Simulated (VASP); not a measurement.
Na2Sc:

```
CELL_PARAMETERS angstrom
3.37309 0.00000 0.00000
-1.68654 2.92118 0.00000
0.00000 0.00000 5.63005
ATOMIC_POSITIONS crystal
Na 0.33333 0.66667 0.25000
Na 0.66667 0.33333 0.75000
Sc 0.00000 0.00000 0.00000
```

The cell was built by a generator and needn't be a form met in nature.

* Program: VASP 6.6.1
* Task: relaxation of cell and atoms
* Functional: PBE
* Potentials or basis: VASP PAW PBE potentials, release 64 (Na_pv, Sc_sv)
* Cutoff: 600 eV
* k mesh: 9 × 9 × 5
* Occupations: methfessel-paxton, width 0.1 eV
* Spin: no spin polarisation

At the start: pressure 29.3 GPa; volume 18.49 Å³/atom.

How do energy, volume and symmetry change on relaxing?

Over 22 steps the energy falls by 1724.7 meV/atom and the volume is 29.38 Å³/atom (+58.9 %); space group P-3m1 (No. 164, to 0.05 Å).

The path:
| step | energy change (eV) | largest force (eV/Å) | pressure (GPa) | volume (Å³) |
| --- | --- | --- | --- | --- |
| 1 | 0.0000 | 3.9643 | 29.33 | 55.47 |
| 2 | -3.6958 | 1.3620 | 3.66 | 87.33 |
| 3 | -3.9863 | 0.8639 | 0.49 | 99.32 |
| 4 | -3.4488 | 0.0855 | -2.06 | 126.50 |
| 5 | -4.0443 | 0.5220 | -1.18 | 110.12 |
| 6 | -4.0461 | 0.5888 | -0.82 | 107.60 |
| 7 | -4.2852 | 0.4858 | -1.15 | 106.18 |
| 8 | -4.9156 | 0.1015 | -1.64 | 100.06 |
| 9 | -4.4762 | 0.3712 | 0.78 | 81.30 |
| 10 | -5.0965 | 0.1208 | -1.61 | 96.06 |
| 11 | -5.1287 | 0.2021 | -1.37 | 93.60 |
| 12 | -5.1270 | 0.1840 | -1.45 | 94.14 |
| 13 | -5.1596 | 0.1372 | 0.48 | 85.52 |
| 14 | -5.1621 | 0.1503 | 0.04 | 87.23 |
| 15 | -5.1664 | 0.1093 | 0.06 | 87.26 |
| 16 | -5.1696 | 0.0649 | 0.12 | 87.29 |
| 17 | -5.1678 | 0.0299 | 0.24 | 87.34 |
| 18 | -5.1702 | 0.0452 | 0.16 | 87.30 |
| 19 | -5.1732 | 0.0228 | 0.00 | 88.03 |
| 20 | -5.1738 | 0.0106 | -0.12 | 88.61 |
| 21 | -5.1738 | 0.0149 | -0.10 | 88.57 |
| 22 | -5.1741 | 0.0034 | 0.00 | 88.14 |

Final structure:
```cif
data_structure
_symmetry_space_group_name_H-M 'P 1'
_symmetry_Int_Tables_number 1
_cell_length_a 3.3789
_cell_length_b 3.3789
_cell_length_c 8.9142
_cell_angle_alpha 90.000
_cell_angle_beta 90.000
_cell_angle_gamma 120.000
_cell_volume 88.14
loop_
_atom_site_label
_atom_site_type_symbol
_atom_site_fract_x
_atom_site_fract_y
_atom_site_fract_z
_atom_site_occupancy
Na1 Na 0.33333 0.66667 0.32384 1
Na2 Na 0.66667 0.33333 0.67616 1
Sc1 Sc 0.00000 0.00000 0.00000 1
```

Caveat: the volume moved by over 15 % at a fixed basis, so the end points are rough.
